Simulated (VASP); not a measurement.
**Ta2CN: equation of state with PBEsol**

Crystal: Ta2CN.

```
Ta N C
1.0
     3.14677    0.00000    0.00000
     0.00000    3.14677    0.00000
     0.00000    0.00000    4.45770
Ta N C
2 1 1
Cartesian
  1.5734 1.5734 2.2288
  0.0000 0.0000 0.0000
  1.5734 1.5734 0.0000
  0.0000 0.0000 2.2288
```

The cell comes from a database or a generator and needn't be the stable form of this composition.

```json
{"Program": "VASP 6.6.1", "Task": "equation of state", "Functional": "PBEsol", "Potentials or basis": "VASP PAW PBE potentials, release 64 (Ta_pv, N, C)", "Cutoff": "520 eV", "k mesh": "8 × 8 × 6", "Occupations": "fermi-dirac, width 0.05 eV", "Spin": "no spin polarisation", "Ladder": "free", "Further INCAR settings": "ALGO = Normal; EDIFF = 1e-07; NBANDS = 24"}
```

```yaml
Equilibrium_volume: 10.73 Å³/atom
Bulk_modulus_at_fixed_shape_and_positions: 351 GPa
Pressure_derivative_of_the_bulk_modulus: 4.4
```

Energy against volume, from the lowest point:
| volume (Å³/atom) | energy (meV/atom) |
| --- | --- |
| 10.373 | 13.01 |
| 10.594 | 1.18 |
| 10.814 | 0.00 |
| 11.035 | 8.37 |
| 11.256 | 25.30 |
| 11.477 | 49.90 |
| 11.697 | 81.36 |

All runs of the series together: 6.5 min on 1 thread of Intel(R) Xeon(R) Platinum 8259CL CPU @ 2.50GHz (Skylake/Cascade Lake), on a shared host.

Caveat: the cell was scaled at fixed shape and fractional positions, which overstates the stiffness of a crystal with free parameters, most of all of layers and chains; the PAW data sets were made with another functional, which shifts forces and pressure a little. The run has no spin-orbit coupling, so splittings on Ta are missing.
